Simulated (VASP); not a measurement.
Here is the system:

```yaml
crystal:
  lattice:
    - [0.00000, 3.03408, 3.03408]
    - [3.03408, 0.00000, 3.03408]
    - [3.03408, 3.03408, 0.00000]
  atoms:
    - { symbol: Pb, position: [0.00000, 0.00000, 0.00000] }
    - { symbol: S, position: [0.50000, 0.50000, 0.50000] }
```

The numbers are results of optB86b-vdW, VASP's PBE PAW potentials (set 64) (plane waves; VASP), not measurements. Run with 520 eV cut-off, 8×8×8 Γ-centred mesh, Gaussian smearing of 0.050 eV, potentials Pb_d S.

Q: Give the stress tensor in GPa (positive for a compressed cell).

A: 
```
-2.94   0.00   0.00
 0.00  -2.94   0.00
 0.00   0.00  -2.94
```
The pressure is its mean diagonal, -2.94 GPa.

The compound is PbS in the rock salt structure. This cell is one point of a volume scan, at 1.06 of the reference volume.
